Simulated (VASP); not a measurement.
```xyz
4
Lattice="3.5409 0.0000 0.0000 0.0000 3.5409 0.0000 0.0000 0.0000 3.5409" Properties=species:S:1:pos:R:3 pbc="T T T"
Fe     0.0000     0.0000     0.0000
Ni     0.0000     1.7704     1.7704
Ni     1.7704     0.0000     1.7704
Ni     1.7704     1.7704     0.0000
```
Starting moments (μB, in the order of the record's atoms Fe Ni Ni Ni): 2.9 0.6 0.6 0.6.

Level of theory: PBE GGA with D3 dispersion (Becke-Johnson damping), VASP's PBE PAW potentials (set 64) (plane waves; VASP). Run with 520 eV cut-off, 9×9×9 Γ-centred mesh, first-order Methfessel-Paxton smearing of 0.10 eV, potentials Fe Ni.

**Question.** Give the stress tensor in GPa (positive for a compressed cell).

**Answer.** 
```
-5.97   0.00   0.00
 0.00  -5.97   0.00
 0.00   0.00  -5.97
```
The pressure is its mean diagonal, -5.97 GPa.

The compound is Ni3Fe in the L1_2 structure. This cell is one point of a volume scan, at 1.03 of the reference volume.
